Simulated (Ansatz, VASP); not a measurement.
# PbBrF in two plane-wave programs

Aim: how closely do two programs agree when they are given the same cell, functional and k mesh?

Calculated with Ansatz 0.2.0; plane waves, with VASP 6.6.1 beside it; single point at LDA.

The database entry behind the starting cell is an old determination (1932), so it need not match the best structure at ambient conditions.

## Step 1: The structure

The structure is tetragonal, space group P4/nmm (No. 129). The conventional cell has a = 4.180 Å, b = 4.180 Å, c = 7.590 Å, α = 90.00°, β = 90.00°, γ = 90.00°. Nearest to Pb lie 4 F at 2.55 Å and 5 Br at 3.19 to 3.48 Å. Nearest to Br lie 5 Pb at 3.19 to 3.48 Å. F has 4 Pb at 2.55 Å nearest. Farther neighbours and most contacts between anions are not listed.

## Step 2: VASP: single point, LDA

A single point gives forces, pressure and levels at one fixed geometry, so differences don't come from the geometry; what else differs is listed under the comparison.

Lines of VASP's logs that name or quote its potential files are left out, and so is its time.

INCAR reads:

```
SYSTEM = PbBrF
PREC = Accurate
ENCUT = 400
EDIFF = 1E-05
NELM = 100
ISMEAR = 0
SIGMA = 0.05
LREAL = Auto
ALGO = Fast
GGA = CA
NBANDS = 138
LWAVE = .FALSE.
LCHARG = .FALSE.
NCORE = 8
ICORELEVEL = 1
```

POSCAR reads:

```
PbBrF
1.0
    8.3600000000      0.0000000000      0.0000000000
    0.0000000000      8.3600000000      0.0000000000
    0.0000000000      0.0000000000      7.5900000000
Pb Pb Br F
1 7 8 8
Direct
    0.0000000000      0.2500000000      0.1919352331
    0.0000000000      0.7500000000      0.1919352331
    0.5000000000      0.2500000000      0.1919352331
    0.5000000000      0.7500000000      0.1919352331
    0.2500000000      0.0000000000      0.8080647669
    0.2500000000      0.5000000000      0.8080647669
    0.7500000000      0.0000000000      0.8080647669
    0.7500000000      0.5000000000      0.8080647669
    0.0000000000      0.2500000000      0.6502536957
    0.0000000000      0.7500000000      0.6502536957
    0.5000000000      0.2500000000      0.6502536957
    0.5000000000      0.7500000000      0.6502536957
    0.2500000000      0.0000000000      0.3497463043
    0.2500000000      0.5000000000      0.3497463043
    0.7500000000      0.0000000000      0.3497463043
    0.7500000000      0.5000000000      0.3497463043
    0.2500000000      0.2500000000      0.0000000000
    0.2500000000      0.7500000000      0.0000000000
    0.7500000000      0.2500000000      0.0000000000
    0.7500000000      0.7500000000      0.0000000000
    0.0000000000      0.0000000000      0.0000000000
    0.0000000000      0.5000000000      0.0000000000
    0.5000000000      0.0000000000      0.0000000000
    0.5000000000      0.5000000000      0.0000000000
```

KPOINTS reads:

```
Automatic mesh
0
Gamma
2 2 2
0 0 0
```

The projector-augmented-wave data sets are Pb_d, Pb_d, Br and F (PBE family, release 64).

Run with:

```
> mpirun -np 8 vasp_std
```

Numbers of over 12 decimals in the logs are rounded to 6 here.

What it wrote:

```text
[banner, memory and clock lines left out]
running    8 mpi-ranks, on    1 nodes
 distrk:  each k-point on    8 cores,    1 groups
 distr:  one band on    8 cores,    1 groups

 POSCAR found type information on POSCAR PbPbBrF
 POSCAR found :  4 types and      24 ions
|                                                                             |
|           W    W    AA    RRRRR   N    N  II  N    N   GGGG   !!!           |
|           W    W   A  A   R    R  NN   N  II  NN   N  G    G  !!!           |
|           W    W  A    A  R    R  N N  N  II  N N  N  G       !!!           |
|           W WW W  AAAAAA  RRRRR   N  N N  II  N  N N  G  GGG   !            |
|           WW  WW  A    A  R   R   N   NN  II  N   NN  G    G                |
|           W    W  A    A  R    R  N    N  II  N    N   GGGG   !!!           |
|                                                                             |
|     For optimal performance we recommend to set                             |
|       NCORE = 2 up to number-of-cores-per-socket                            |
|     NCORE specifies how many cores store one orbital (NPAR=cpu/NCORE).      |
|     This setting can greatly improve the performance of VASP for DFT.       |
|     The default, NCORE=1 might be grossly inefficient on modern             |
|     multi-core architectures or massively parallel machines. Do your        |
|     Unfortunately you need to use the default for GW and RPA                |
|     calculations (for HF NCORE is supported but not extensively tested      |
|     yet).                                                                   |
|                                                                             |

|                                                                             |
|               ----> ADVICE to this user running VASP <----                  |
|                                                                             |
|     You enforced a specific xc type in the INCAR file but a different       |
|     [... a line on the potential file left out ...]
|     I HOPE YOU KNOW WHAT YOU ARE DOING!                                     |
|                                                                             |

 LDA part: xc-table for (Slater(with rela. corr.)+CA(PZ))
 , standard interpolation
 POSCAR, INCAR and KPOINTS ok, starting setup
 FFT: planning ... GRIDC
 FFT: planning ... GRID_SOFT
 FFT: planning ... GRID
 WAVECAR not read
 entering main loop
       N       E                     dE             d eps       ncg     rms          rms(c)
DAV:   1     0.267504964088E+04    0.26750E+04   -0.87178E+04  1656   0.146E+03
DAV:   2     0.378307347989E+03   -0.22967E+04   -0.21819E+04  1744   0.434E+02
DAV:   3    -0.819644446646E+02   -0.46027E+03   -0.43819E+03  2046   0.224E+02
DAV:   4    -0.116809116765E+03   -0.34845E+02   -0.34325E+02  2112   0.625E+01
DAV:   5    -0.117746589915E+03   -0.93747E+00   -0.92921E+00  1920   0.100E+01    0.149E+01
RMM:   6    -0.110468828823E+03    0.72778E+01   -0.21865E+01  1910   0.120E+01    0.661E+00
RMM:   7    -0.110177726247E+03    0.29110E+00   -0.38404E+00  2254   0.690E+00    0.419E+00
RMM:   8    -0.110010224727E+03    0.16750E+00   -0.87387E-01  2104   0.285E+00    0.821E-01
RMM:   9    -0.110010560119E+03   -0.33539E-03   -0.23782E-01  2376   0.142E+00    0.275E-01
RMM:  10    -0.110011466302E+03   -0.90618E-03   -0.37465E-02  2169   0.786E-01    0.179E-01
RMM:  11    -0.110012156018E+03   -0.68972E-03   -0.94621E-03  2533   0.336E-01    0.711E-02
RMM:  12    -0.110012251553E+03   -0.95536E-04   -0.12778E-03  2339   0.126E-01    0.172E-02
RMM:  13    -0.110012270292E+03   -0.18739E-04   -0.33218E-04  2318   0.608E-02    0.741E-03
RMM:  14    -0.110012272133E+03   -0.18412E-05   -0.40238E-05  1333   0.213E-02
   1 F= -.11001227E+03 E0= -.11001227E+03  d E =-.293163E-16
```

Parts of OUTCAR (step 2):

```text
ion  position               nearest neighbor table
   1  0.000  0.250  0.192-  17 2.55  19 2.55  21 2.55  22 2.55  13 3.19  14 3.19  15 3.19  16 3.19

  LATTYP: Found a simple tetragonal cell.
 ALAT       =     8.3600000000
 C/A-ratio  =     0.9078947368

 Subroutine GETGRP returns: Found  8 space group operations
 (whereof  2 operations were pure point group operations)

The static configuration has the point symmetry C_1h.
 The point group associated with its full space group is C_4v.

 Found      6 irreducible k-points:

   k-points           NKPTS =      6   k-points in BZ     NKDIM =      6   number of bands    NBANDS=    138

   dimension x,y,z NGX =    56 NGY =   56 NGZ =   50
   dimension x,y,z NGXF=   112 NGYF=  112 NGZF=  100

   ENCUT  =  400.0 eV  29.40 Ry    5.42 a.u.  13.63 13.63 12.38*2*pi/ulx,y,z

   NELECT =     224.0000    total number of electrons

 k-points in reciprocal lattice and weights: Automatic mesh
   0.00000000  0.00000000  0.00000000       0.125
   0.50000000  0.00000000  0.00000000       0.250
   0.50000000  0.50000000  0.00000000       0.125
   0.00000000  0.00000000  0.50000000       0.125
   0.50000000  0.00000000  0.50000000       0.250
   0.50000000  0.50000000  0.50000000       0.125

 the core state eigenenergies are
   1-  1s -88083.9872  2s -15745.4453  2p -13500.2134  3s  -3773.6477  3p  -3130.1849
       3d  -2475.2420  4s   -848.1066  4p   -637.3063  4d   -393.6874  4f   -124.7121
       5s   -135.7743  5p    -77.4379
   2-  1s -88083.9872  2s -15745.4453  2p -13500.2134  3s  -3773.6477  3p  -3130.1849
       3d  -2475.2420  4s   -848.1066  4p   -637.3063  4d   -393.6874  4f   -124.7121
       5s   -135.7743  5p    -77.4379
   3-  1s -88083.9872  2s -15745.4453  2p -13500.2134  3s  -3773.6477  3p  -3130.1849
       3d  -2475.2420  4s   -848.1066  4p   -637.3063  4d   -393.6874  4f   -124.7121
       5s   -135.7743  5p    -77.4379
   4-  1s -88083.9872  2s -15745.4453  2p -13500.2134  3s  -3773.6477  3p  -3130.1849
       3d  -2475.2420  4s   -848.1066  4p   -637.3063  4d   -393.6874  4f   -124.7121
       5s   -135.7743  5p    -77.4379
   5-  1s -88083.9872  2s -15745.4453  2p -13500.2134  3s  -3773.6477  3p  -3130.1849
       3d  -2475.2420  4s   -848.1066  4p   -637.3063  4d   -393.6874  4f   -124.7120
       5s   -135.7743  5p    -77.4379
   6-  1s -88083.9872  2s -15745.4453  2p -13500.2134  3s  -3773.6477  3p  -3130.1849
       3d  -2475.2420  4s   -848.1066  4p   -637.3063  4d   -393.6874  4f   -124.7120
       5s   -135.7743  5p    -77.4379
   7-  1s -88083.9872  2s -15745.4453  2p -13500.2134  3s  -3773.6477  3p  -3130.1849
       3d  -2475.2420  4s   -848.1066  4p   -637.3063  4d   -393.6874  4f   -124.7120
       5s   -135.7743  5p    -77.4379
   8-  1s -88083.9872  2s -15745.4453  2p -13500.2134  3s  -3773.6477  3p  -3130.1849
       3d  -2475.2420  4s   -848.1066  4p   -637.3063  4d   -393.6874  4f   -124.7120
       5s   -135.7743  5p    -77.4379
   9-  1s -13305.6399  2s  -1722.2176  2p  -1517.6031  3s   -227.5517  3p   -162.9716
       3d    -56.2365
  10-  1s -13305.6399  2s  -1722.2176  2p  -1517.6030  3s   -227.5517  3p   -162.9716
       3d    -56.2365
  11-  1s -13305.6399  2s  -1722.2176  2p  -1517.6030  3s   -227.5517  3p   -162.9716
       3d    -56.2365
  12-  1s -13305.6399  2s  -1722.2176  2p  -1517.6030  3s   -227.5517  3p   -162.9716
       3d    -56.2365
  13-  1s -13305.6399  2s  -1722.2176  2p  -1517.6030  3s   -227.5517  3p   -162.9716
       3d    -56.2365
  14-  1s -13305.6399  2s  -1722.2176  2p  -1517.6030  3s   -227.5517  3p   -162.9716
       3d    -56.2365
  15-  1s -13305.6399  2s  -1722.2176  2p  -1517.6030  3s   -227.5517  3p   -162.9716
       3d    -56.2365
  16-  1s -13305.6399  2s  -1722.2176  2p  -1517.6030  3s   -227.5517  3p   -162.9716
       3d    -56.2365
  17-  1s   -651.6429
  18-  1s   -651.6429
  19-  1s   -651.6429
  20-  1s   -651.6429
  21-  1s   -651.6429
  22-  1s   -651.6429
  23-  1s   -651.6429
  24-  1s   -651.6429

 E-fermi :   2.9925

 k-point     1 :       0.0000    0.0000    0.0000
  band No.  band energies     occupation
    ...
    108       2.3285      2.00000
    109       2.3525      2.00000
    110       2.3525      2.00000
    111       2.3525      2.00000
    112       2.3525      2.00000
    113       6.0307      0.00000
    114       6.4432      0.00000
    115       6.4432      0.00000
    116       6.4432      0.00000
    117       6.4432      0.00000
    ...

 k-point     2 :       0.5000    0.0000    0.0000
  band No.  band energies     occupation
    ...
    108       1.8667      2.00000
    109       2.1649      2.00000
    110       2.1649      2.00000
    111       2.4575      2.00000
    112       2.4575      2.00000
    113       6.5328      0.00000
    114       6.5328      0.00000
    115       6.9540      0.00000
    116       6.9540      0.00000
    117       6.9540      0.00000
    ...

 k-point     3 :       0.5000    0.5000    0.0000
  band No.  band energies     occupation
    ...
    108       2.1007      2.00000
    109       2.1976      2.00000
    110       2.1976      2.00000
    111       2.1976      2.00000
    112       2.1976      2.00000
    113       6.5980      0.00000
    114       6.5980      0.00000
    115       6.5980      0.00000
    116       6.5980      0.00000
    117       7.3283      0.00000
    ...

  Total      -21.8019603    -21.8019603    -19.8671441      0.0000000     -0.0000000      0.0000000
  in kB      -65.8493961    -65.8493961    -60.0055876      0.0000000     -0.0000000      0.0000000
  external PRESSURE =     -63.9014599 kB  Pullay stress =       0.0000000 kB

  energy-cutoff  :      400.00
  volume of cell :      530.46
      direct lattice vectors                 reciprocal lattice vectors
     8.360000000  0.000000000  0.000000000     0.119617225  0.000000000  0.000000000
     0.000000000  8.360000000  0.000000000     0.000000000  0.119617225  0.000000000
     0.000000000  0.000000000  7.590000000     0.000000000  0.000000000  0.131752306

 POSITION                                       TOTAL-FORCE (eV/Angst)
 -----------------------------------------------------------------------------------
      0.00000      2.09000      1.45679        -0.000000     -0.000000     -0.129892
      0.00000      6.27000      1.45679        -0.000000     -0.000000     -0.129853
      4.18000      2.09000      1.45679        -0.000000     -0.000000     -0.129853
      4.18000      6.27000      1.45679        -0.000000      0.000000     -0.129893
      2.09000      0.00000      6.13321         0.000023     -0.000023      0.129870
      2.09000      4.18000      6.13321         0.000023      0.000023      0.129870
      6.27000      0.00000      6.13321        -0.000023     -0.000023      0.129870
      6.27000      4.18000      6.13321        -0.000023      0.000023      0.129870
      0.00000      2.09000      4.93543        -0.000000      0.000000      0.028938
      0.00000      6.27000      4.93543        -0.000000      0.000000      0.028956
      4.18000      2.09000      4.93543        -0.000000      0.000000      0.028956
      4.18000      6.27000      4.93543        -0.000000      0.000000      0.028943
      2.09000      0.00000      2.65457         0.000000     -0.000000     -0.029000
      2.09000      4.18000      2.65457         0.000000      0.000000     -0.029000
      6.27000      0.00000      2.65457        -0.000000     -0.000000     -0.029000
      6.27000      4.18000      2.65457        -0.000000      0.000000     -0.029000
      2.09000      2.09000      0.00000         0.000010     -0.000000      0.000035
      2.09000      6.27000      0.00000         0.000006     -0.000000      0.000019
      6.27000      2.09000      0.00000        -0.000010     -0.000000      0.000035
      6.27000      6.27000      0.00000        -0.000006      0.000000      0.000019
      0.00000      0.00000      0.00000        -0.000000     -0.000010      0.000035
      0.00000      4.18000      0.00000        -0.000000      0.000010      0.000035
      4.18000      0.00000      0.00000        -0.000000     -0.000006      0.000019
      4.18000      4.18000      0.00000        -0.000000      0.000006      0.000019
 -----------------------------------------------------------------------------------
    total drift:                                0.000000      0.000000     -0.000504

  FREE ENERGIE OF THE ION-ELECTRON SYSTEM (eV)
  ---------------------------------------------------
  free  energy   TOTEN  =      -110.0122721332 eV

  energy  without entropy=     -110.0122721332  energy(sigma->0) =     -110.01227213

[... 3 further parts left out ...]
```

The run ends at a pressure of -6.39 GPa, with forces up to 0.13 eV/Å.

[end of part 1 of 2]

[Lines on the potential files, build, host, timing and source positions are cut from VASP's logs without a mark.]

[Logs are printed without paths, hosts, clocks, repeated set-up lines and the standing remarks that a program may print on its own settings, such as how far it seeks lower states.]

[Hosts, paths, dates, database ids (printed as entryN), source tags and the programs' standing remarks are cut or masked in the printed files.]
